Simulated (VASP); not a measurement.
# Ti4Ru (Fmmm) in VASP: reference runs

Reference runs on Ti4Ru: the cell as given.

Everything below comes from runs of VASP 6.6.1. Logs are shortened: lines on timing, memory, paths and dates and some standing lists are left out, and cuts for length are marked.

## 1. The structure

The structure is orthorhombic, space group Fmmm (No. 69). Conventional cell: a = 3.114 Å, b = 4.745 Å, c = 22.108 Å, α = 90.00°, β = 90.00°, γ = 90.00°. Ru (site symmetry mmm) is surrounded by 4 Ti at 2.53 Å and 4 Ru at 2.84 Å. Ti (site symmetry mm2) has 2 Ru at 2.53 Å and 6 Ti at 2.82 to 2.84 Å as nearest neighbours. Around Ti (site symmetry mm2) lie 10 Ti at 2.82 to 3.11 Å.

The cell comes from a database or a generator and needn't be the stable form of this composition.

## 2. Single point, PBE

The input, INCAR:

```
SYSTEM = Ti4Ru
PREC     = Accurate       ! precision mode
ENCUT    = 520            ! plane-wave cutoff, eV
EDIFF    = 1E-7           ! SCF threshold, eV
ISMEAR   = -1             ! smearing method
SIGMA    = 0.05           ! smearing width, eV
LREAL    = .False.        ! projectors in reciprocal space
LASPH    = .True.         ! aspherical terms in the spheres
NELM     = 80             ! most SCF steps
ALGO     = Normal         ! electronic algorithm
ISIF     = 2              ! what is computed and relaxed
LWAVE    = .False.        ! write WAVECAR
LCHARG   = .True.         ! write CHGCAR
GGA      = PE             ! functional
LELF     = .True.         ! ELF
LVHAR    = .True.       
NBANDS   = 39             ! bands
```

The input, KPOINTS:

```
regular mesh
0
Gamma
  10 10 10
  0 0 0
```

The input, POSCAR:

```
Ti4Ru
1.0
    0.0000000000      2.3727110000     11.0539350000
    1.5567740000      0.0000000000     11.0539350000
    1.5567740000      2.3727110000      0.0000000000
Ru Ti
1 4
Direct
    0.0000000000      0.0000000000      0.0000000000
    0.5903840000      0.5903840000      0.4096160000
    0.1969260000      0.1969260000      0.8030740000
    0.8030740000      0.8030740000      0.1969260000
    0.4096160000      0.4096160000      0.5903840000
```

Potentials or basis: VASP PAW PBE potentials, release 64 (Ru_pv, Ti_sv).

Command:

```sh
cat potpaw_PBE.64/Ru_pv/POTCAR potpaw_PBE.64/Ti_sv/POTCAR > POTCAR
mpirun -np 1 vasp_std > vasp.out
```

OUTCAR:

```text
SYSTEM = Ti4Ru
   PREC = Accurate
   ENCUT = 520
   EDIFF = 1E-7
   ISMEAR = -1
   LREAL = .False.
   LASPH = .True.
   NELM = 80
   ISIF = 2
   GGA = PE

 ion  position               nearest neighbor table
   1  0.000  0.000  0.000-   2 2.53   2 2.53   5 2.53   5 2.53   5 3.10   2 3.10   2 3.10   5 3.10

   2  0.590  0.590  0.410-   1 2.53   1 2.53   3 2.82   3 2.82   1 3.10   1 3.10
   3  0.197  0.197  0.803-   4 2.82   4 2.82   2 2.82   2 2.82
   4  0.803  0.803  0.197-   3 2.82   3 2.82   5 2.82   5 2.82
   5  0.410  0.410  0.590-   1 2.53   1 2.53   4 2.82   4 2.82   1 3.10   1 3.10

  LATTYP: Found a face centered orthorhombic cell.
 ALAT       =     3.1135480000
 B/A-ratio  =     1.5241203926
 C/A-ratio  =     7.1005393204

  Lattice vectors:

 A1 = (   0.0000000000,   2.3727110000,  11.0539350000)
 A2 = (   1.5567740000,   0.0000000000,  11.0539350000)
 A3 = (   1.5567740000,   2.3727110000,   0.0000000000)

Analysis of symmetry for initial positions (statically):
=====================================================================
 Subroutine PRICEL returns:
 Original cell was already a primitive cell.

 Routine SETGRP: Setting up the symmetry group for a
 face centered orthorhombic supercell.

 Subroutine GETGRP returns: Found  8 space group operations
 (whereof  8 operations were pure point group operations)
 out of a pool of  8 trial point group operations.

The static configuration has the point symmetry D_2h.

Analysis of symmetry for dynamics (positions and initial velocities):
=====================================================================
 Subroutine PRICEL returns:
 Original cell was already a primitive cell.

 Routine SETGRP: Setting up the symmetry group for a
 face centered orthorhombic supercell.

 Subroutine GETGRP returns: Found  8 space group operations
 (whereof  8 operations were pure point group operations)
 out of a pool of  8 trial point group operations.

The dynamic configuration has the point symmetry D_2h.

 Subroutine INISYM returns: Found  8 space group operations
 (whereof  8 operations are pure point group operations),
 and found     1 'primitive' translations

----------------------------------------------------------------------------------------

                                     Primitive cell

  volume of cell :      81.6615

  direct lattice vectors                    reciprocal lattice vectors
     0.000000000  2.372711000 11.053935000    -0.321176998  0.210729415  0.045232761
     1.556774000  0.000000000 11.053935000     0.321176998 -0.210729415  0.045232761
     1.556774000  2.372711000  0.000000000     0.321176998  0.210729415 -0.045232761

  length of vectors
    11.305716982 11.163020392  2.837834170     0.386791356  0.386791356  0.386791356

  position of ions in fractional coordinates (direct lattice)
     0.000000000  0.000000000  0.000000000
     0.590384000  0.590384000  0.409616000
     0.196926000  0.196926000  0.803074000
     0.803074000  0.803074000  0.196926000
     0.409616000  0.409616000  0.590384000

  ion indices of the primitive-cell ions
   primitive index   ion index
                 1           1
                 2           2
                 3           3
                 4           4
                 5           5

----------------------------------------------------------------------------------------

 KPOINTS: regular mesh

Automatic generation of k-mesh.
 Grid dimensions read from file:
 generate k-points for:   10   10   10

 Generating k-lattice:

  Cartesian coordinates                     Fractional coordinates (reciprocal lattice)
    -0.032117700  0.021072941  0.004523276     0.100000000  0.000000000  0.000000000
     0.032117700 -0.021072941  0.004523276    -0.000000000  0.100000000 -0.000000000
     0.032117700  0.021072941 -0.004523276     0.000000000  0.000000000  0.100000000

  Length of vectors
     0.038679136  0.038679136  0.038679136

  Shift w.r.t. Gamma in fractional coordinates (k-lattice)
     0.000000000  0.000000000  0.000000000

 Subroutine IBZKPT returns following result:
 ===========================================

 Found    171 irreducible k-points:

 Following reciprocal coordinates:
            Coordinates               Weight
  0.000000  0.000000  0.000000      1.000000
  0.100000  0.000000 -0.000000      8.000000
  0.200000  0.000000 -0.000000      8.000000
  0.300000  0.000000 -0.000000      8.000000
  0.400000 -0.000000 -0.000000      8.000000
  0.500000  0.000000 -0.000000      4.000000
[... 16 lines left out ...]
  0.300000  0.300000  0.000000      2.000000
  0.400000  0.300000 -0.000000      8.000000
 [... further k-points ...]
   k-points           NKPTS =    171   k-points in BZ     NKDIM =    171   number of bands    NBANDS=     39
   number of dos      NEDOS =    301   number of ions     NIONS =      5
   total plane-waves  NPLWV = 169344
   dimension x,y,z NGX =    84 NGY =   84 NGZ =   24
   dimension x,y,z NGXF=   168 NGYF=  168 NGZF=   48
   ions per type =               1   4
   NGX,Y,Z   is equivalent  to a cutoff of  12.35, 12.51, 14.06 a.u.
   NGXF,Y,Z  is equivalent  to a cutoff of  24.70, 25.02, 28.12 a.u.
 SYSTEM =  Ti4Ru
   PREC   = accura    normal or accurate (medium, high low for compatibility)
   ISTART =      0    job   : 0-new  1-cont  2-samecut
   ICHARG =      2    charge: 1-file 2-atom 10-const
   ISPIN  =      1    spin polarized calculation?
   LNONCOLLINEAR =      F non collinear calculations
   LSORBIT =      F    spin-orbit coupling
   LASPH  =      T    aspherical Exc in radial PAW
   ENCUT  =  520.0 eV  38.22 Ry    6.18 a.u.  21.02 20.76  5.28*2*pi/ulx,y,z
   NELM   =     80;   NELMIN=  2; NELMDL= -5     # of ELM steps
   EDIFF  = 0.1E-06   stopping-criterion for ELM
   LREAL  =      F    real-space projection
   EDIFFG = 0.1E-05   stopping-criterion for IOM
   NSW    =      0    number of steps for IOM
   IBRION =     -1    ionic relax: 0-MD 1-quasi-New 2-CG
   NFREE  =      0    steps in history (QN), initial steepest desc. (CG)
   ISIF   =      2    stress and relaxation
   ISYM   =      2    0-nonsym 1-usesym 2-fastsym
   POTIM  = 0.5000    time-step for ionic-motion
   TEBEG  =    0.0;   TEEND  =   0.0 temperature during run
   PSTRESS=    0.0 pullay stress
   NELECT =      62.0000    total number of electrons
   NUPDOWN=      -1.0000    fix difference up-down
   EMIN   =  10.00;   EMAX   =-10.00  energy-range for DOS
   EFERMI =   0.00;   METHOD = LEGACY
   ISMEAR =    -1;   SIGMA  =   0.05  broadening in eV -4-tet -1-fermi 0-gaus
   EFERMI_NEDOS =   21; number of points for ismear=-14 and -15
   IALGO  =     38    algorithm
   IMIX   =      4    mixing-type and parameters
     AMIX     =   0.40;   BMIX     =  1.00
     AMIX_MAG =   1.60;   BMIX_MAG =  1.00
  volume/ion in A,a.u.               =      16.33       110.22
  Fermi-wavevector in a.u.,A,eV,Ry     =   1.493481  2.822269 30.347586  2.230485
  Thomas-Fermi vector in A             =   2.605876
   LORBIT       =      0    0 simple, 1 ext, 2 COOP (PROOUT), +10 PAW based schemes
   GGA     = PE    functional components
   LHFCALC =     F    Hartree Fock is set to
   AEXX    =    0.0000 exact exchange contribution
   IVDW    =     0    specifies the selected vdW correction
   LEPSILON=     F    determine dielectric tensor
   LRPA    =     F    only Hartree local field effects (RPA)
 non-spin polarized calculation
  energy-cutoff  :      520.00
  volume of cell :       81.66
 maximum number of plane-waves:      2218
   NGX = 43   NGY = 41   NGZ = 11

 number of electron      61.9999996 magnetization

 Free energy of the ion-electron system (eV)
  ---------------------------------------------------
  ext. energy  EPLUGINS =         0.00000000
  ---------------------------------------------------
  free energy    TOTEN  =       -41.19949853 eV

  energy without entropy =      -41.12979569  energy(sigma->0) =      -41.16464711

 E-fermi :   9.0638     XC(G=0): -12.0146

 val. band max:        9.0612402663   @ k =   0.3000   0.1000  -0.0000
 cond. band min:       9.0650133660   @ k =   0.4000   0.1000  -0.0000
 fundamental gap:      0.0037730997
 Fermi energy:         9.0637676275

 k-point     1 :       0.0000    0.0000    0.0000
  band No.  band energies     occupation
      1     -47.6478      2.00000
      2     -47.6464      2.00000
      3     -47.4465      2.00000
      4     -47.3824      2.00000
      5     -33.6968      2.00000
      6     -33.5643      2.00000
[... 31 lines left out ...]
     38      10.6661      0.00000
     39      10.8427      0.00000

 k-point     2 :       0.1000    0.0000   -0.0000
  band No.  band energies     occupation
      1     -47.6405      2.00000
      2     -47.6392      2.00000
      3     -47.4387      2.00000
      4     -47.3776      2.00000
      5     -33.6929      2.00000
      6     -33.5853      2.00000
[... 31 lines left out ...]
     38      10.8366      0.00000
     39      10.9459      0.00000

 k-point     3 :       0.2000    0.0000   -0.0000
  band No.  band energies     occupation
      1     -47.6213      2.00000
      2     -47.6205      2.00000
      3     -47.4177      2.00000
      4     -47.3654      2.00000
      5     -33.6829      2.00000
      6     -33.6511      2.00000
[... 31 lines left out ...]
     38      11.1232      0.00000
     39      11.2566      0.00000

 k-point     4 :       0.3000    0.0000   -0.0000
  band No.  band energies     occupation
      1     -47.5974      2.00000
      2     -47.5971      2.00000
      3     -47.3902      2.00000
      4     -47.3518      2.00000
      5     -33.7460      2.00000
      6     -33.6706      2.00000
[... 31 lines left out ...]
     38      11.3860      0.00000
     39      11.6701      0.00000
[... 754 lines left out ...]
     38      11.7097      0.00000
     39      11.7201      0.00000

 k-point    23 :       0.3000    0.3000    0.0000
  band No.  band energies     occupation
      1     -47.6487      2.00000
      2     -47.6455      2.00000
      3     -47.4465      2.00000
      4     -47.3824      2.00000
      5     -33.6967      2.00000
      6     -33.5642      2.00000
[... 31 lines left out ...]
     38      10.8470      0.00000
     39      10.9539      0.00000

 k-point    24 :       0.4000    0.3000   -0.0000
  band No.  band energies     occupation
      1     -47.6413      2.00000
      2     -47.6384      2.00000
      3     -47.4387      2.00000
      4     -47.3776      2.00000
      5     -33.6929      2.00000
      6     -33.5853      2.00000
[... 31 lines left out ...]
     38      10.5992      0.00000
     39      10.9566      0.00000

 [... further k-points ...]

------------------------ aborting loop because EDIFF is reached ----------------------------------------

  FORCE on cell =-STRESS in cart. coord.  units (eV):
  Direction    XX          YY          ZZ          XY          YZ          ZX
  --------------------------------------------------------------------------------------
  -------------------------------------------------------------------------------------
  Total       -0.1062426     -0.0306934      0.2008336     -0.0000000      0.0000000      0.0000000
  in kB       -2.0844518     -0.6021971      3.9403027     -0.0000000      0.0000000      0.0000000
  external PRESSURE =       0.4178846 kB  Pullay stress =       0.0000000 kB

 VOLUME and BASIS-vectors are now :
 -----------------------------------------------------------------------------
  energy-cutoff  :      520.00
  volume of cell :       81.66
      direct lattice vectors                 reciprocal lattice vectors
     0.000000000  2.372711000 11.053935000    -0.321176998  0.210729415  0.045232761
     1.556774000  0.000000000 11.053935000     0.321176998 -0.210729415  0.045232761
     1.556774000  2.372711000  0.000000000     0.321176998  0.210729415 -0.045232761

 POSITION                                       TOTAL-FORCE (eV/Angst)
 -----------------------------------------------------------------------------------
      0.00000      0.00000      0.00000         0.000000      0.000000     -0.000000
      1.55677      2.37271     13.05213         0.000000      0.000000     -0.079370
      1.55677      2.37271      4.35361         0.000000      0.000000      0.010702
      1.55677      2.37271     17.75426         0.000000      0.000000     -0.010702
      1.55677      2.37271      9.05574         0.000000      0.000000      0.079370
 -----------------------------------------------------------------------------------
    total drift:                               -0.000000     -0.000000      0.000000

  FREE ENERGIE OF THE ION-ELECTRON SYSTEM (eV)
  ---------------------------------------------------
  free  energy   TOTEN  =       -41.1994985306 eV

  energy  without entropy=      -41.1297956873  energy(sigma->0) =      -41.16464711
```

It took 35 min on 1 thread of Intel Xeon Platinum 8488C (Sapphire Rapids), shared host; peak memory 0.7 GiB.

Results:

* Free energy: -41.1995 eV
* Pressure: 0.0 GPa
* Largest force: 0.079 eV/Å
* Band gap on the k mesh: none (metal or under the smearing width)

Forces in eV/Å, atoms in the order of the input:
```
Ru   0.000  0.000  0.000
Ti   0.000  0.000 -0.079
Ti   0.000  0.000  0.011
Ti   0.000  0.000 -0.011
Ti   0.000  0.000  0.079
```

Stress tensor (GPa, compression positive):
```
-0.21  0.00  0.00
 0.00 -0.06  0.00
 0.00  0.00  0.39
```
